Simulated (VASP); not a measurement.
These are r2SCAN meta-GGA, VASP's PBE PAW potentials (set 64) (plane waves; VASP) values and carry that method's errors. Each cell was relaxed at this level, without spin-orbit coupling.

Which of these comes out without a gap?
(A) Pb, Fm-3m (225)
(B) MgS, Fm-3m (225)
(C) PbTe, Fm-3m (225)
(D) NaI, Fm-3m (225)

A, Pb, Fm-3m (225). The others have gaps of 1.09 eV (PbTe, Fm-3m (225)), 4.48 eV (NaI, Fm-3m (225)), 3.45 eV (MgS, Fm-3m (225)).
